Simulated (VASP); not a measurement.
Energy against volume of CdSe (wurtzite). All values below come from PW91 GGA, VASP's PBE PAW potentials (set 64) (plane waves; VASP). Settings: 520 eV cut-off, 6×6×3 Γ-centred mesh, Gaussian smearing of 0.050 eV, potentials Cd Se.

Shape and ions are relaxed at each volume.

```csv
V (Å³/atom),E (eV/atom)
28.122,-2.75630
29.019,-2.76889
29.917,-2.77251
30.814,-2.76856
```

Problem. Fit these four points and predict the energy of the run at 31.712 Å³/atom.

Solution. A cubic in V^(−2/3), the third-order Birch-Murnaghan form, passes through the four points with V0 = 29.87 Å³/atom and B0 = 45 GPa, and gives -2.7582 eV/atom there. The run gave -2.7582 eV/atom, -0.0 meV/atom from the fit; all five points give B0 = 45 GPa.

The compound is CdSe in the wurtzite structure. It was relaxed first, which changed the volume by +6 %.
